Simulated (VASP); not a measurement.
These are SCAN meta-GGA, VASP's PBE PAW potentials (set 64) (plane waves; VASP) values and carry that method's errors.

VASP ran on this input.

POSCAR:
```
HgTe
4.5866640
  0.0000000000   0.7071068099   0.7071068099
  0.7071068099   0.0000000000   0.7071068099
  0.7071068099   0.7071068099   0.0000000000
Hg Te
1 1
Cartesian
  0.0000000000   0.0000000000   0.0000000000
  0.3535534050   0.3535534050   0.3535534050
```

File KPOINTS:
```
Automatic mesh
0
G
10 10 10
0 0 0
```

### INCAR
```
# general
SYSTEM =HgTe
PREC   =Accurate
ENCUT  =520   # plane-wave cut-off (eV)
LREAL  =.FALSE.   # projection in real space or not
LASPH  =.TRUE.   # aspherical one-centre terms

# electronic loop
EDIFF  =1E-7   # SCF stop (eV)
NELM   =100   # most electronic steps
ALGO   =Normal
LMAXMIX=6
LMIXTAU=.TRUE.

# smearing
ISMEAR =1
SIGMA  =0.1   # width (eV)

# functional
METAGGA=SCAN

# ions
ISIF   =2

# output
LWAVE  =.FALSE.
LCHARG =.FALSE.
```

POTCAR, in this order: Hg Te (PBE.64 set). Program: vasp_std.

Unless said otherwise, spin-orbit coupling is left out, though it shifts the bands of the heavy elements here.

Question: Estimate the energy per atom (σ→0), band gap (on the k-mesh).

Answer: 
```json
{
  "energy per atom (σ→0)": "-52.854 eV/atom",
  "band gap (on the k-mesh)": "none (metal, semimetal or under 0.01 eV)"
}
```

File OSZICAR:
```
...
DAV:  23    -0.105707533422E+03   -0.14780E-05   -0.19665E-06  1302   0.181E-02    0.281E-02
DAV:  24    -0.105707536402E+03   -0.29800E-05   -0.54177E-06  1222   0.317E-02    0.396E-03
DAV:  25    -0.105707534887E+03    0.15153E-05   -0.38675E-06  1222   0.295E-02    0.115E-02
DAV:  26    -0.105707534483E+03    0.40386E-06   -0.12787E-06  1222   0.146E-02    0.582E-03
DAV:  27    -0.105707533901E+03    0.58176E-06   -0.61678E-08   941   0.298E-03    0.412E-03
DAV:  28    -0.105707532697E+03    0.12042E-05   -0.85069E-08   859   0.385E-03    0.109E-03
DAV:  29    -0.105707532665E+03    0.32582E-07   -0.89019E-08   849   0.407E-03
   1 F= -.10570753E+03 E0= -.10570761E+03  d E =0.231747E-03
```

The compound is HgTe in the zinc blende structure. It was relaxed first.
